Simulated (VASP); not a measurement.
Input:

```
CrO2
1.0
    4.21864     0.00000     0.00000
    0.00000     4.21864     0.00000
    0.00000     0.00000     2.79374
Cr O
2 4
Cartesian
  0.00000   0.00000   0.00000
  2.10932   2.10932   1.39687
  1.27186   1.27186   0.00000
  3.38118   0.83746   1.39687
  0.83746   3.38118   1.39687
  2.94678   2.94678   0.00000
```
Starting moments (μB, in the order of the record's atoms Cr Cr O O O O): 2.0 2.0 0.0 0.0 0.0 0.0.

Calculation: LDA (Ceperley-Alder, Perdew-Zunger), VASP's LDA PAW potentials (set 64) (plane waves; VASP 6.6.1). Settings: 620 eV cut-off, 7×7×11 Γ-centred mesh, first-order Methfessel-Paxton smearing of 0.10 eV, potentials Cr_pv O.

Energy and stress use the plane-wave basis of the starting cell. The moments were started parallel, and other spin orders were not tried in this run.

Task: The ions, cell shape and volume at an external pressure of 45.0 GPa are relaxed. Predict the relaxed structure.

Result: 
```
CrO2
1.0
    4.16751     0.00000     0.00000
    0.00000     4.16751     0.00000
    0.00000     0.00000     2.76578
Cr O
2 4
Direct
  0.00000   0.00000   0.00000
  0.50000   0.50000   0.50000
  0.30117   0.30117   0.00000
  0.80117   0.19883   0.50000
  0.19883   0.80117   0.50000
  0.69883   0.69883   0.00000
```
Space group P4_2/mnm (136), at a tolerance of 0.03 Å. The cell ends with 3.86 μB, on the sites 1.86 1.86 0.01 0.01 0.01 0.01 μB.

Task: How do energy and volume change from the first to the last step?

Result: The energy (σ→0) changes by +65.4 meV/atom and the volume by -3.4 %, in 5 ionic steps.

```csv
step,E(σ→0) (eV),max force (eV/Å),pressure (GPa),volume (Å³)
1,-55.2783,0.016,29.98,49.72
2,-53.3996,0.409,86.75,44.34
3,-54.8891,0.082,44.99,48.05
4,-54.8835,0.080,45.04,48.03
5,-54.8861,0.016,45.02,48.04
```

The compound is CrO2 in the rutile structure. This run relaxes it under an external pressure of 45 GPa. Symmetry was kept, so distortions that lower it aren't found.
